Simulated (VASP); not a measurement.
Input:

```xyz
3
Lattice="0.0000 2.2808 2.2808 2.2808 0.0000 2.2808 2.2808 2.2808 0.0000" Properties=species:S:1:pos:R:3 pbc="T T T"
Li     3.4212     3.4212     3.4212
Li     1.1404     1.1404     1.1404
O      0.0000     0.0000     0.0000
```

Level of theory: PBE GGA, VASP's PBE PAW potentials (set 64) (plane waves; VASP). Numerical set-up: 400 eV cut-off, 6×6×6 Γ-centred mesh, Fermi-Dirac smearing of 0.020 eV, potentials Li_sv O.

At this cut-off the stress carries a Pulay error, which pulls relaxed volumes low.

Question: Give the stress tensor in GPa (positive for a compressed cell).

Answer: 
```
-5.15   0.00   0.00
 0.00  -5.15   0.00
 0.00   0.00  -5.15
```
The pressure is its mean diagonal, -5.15 GPa.

The structure comes from a computed database's Li2O entry; how it stands against other phases isn't given here. The cell was not relaxed at this level.
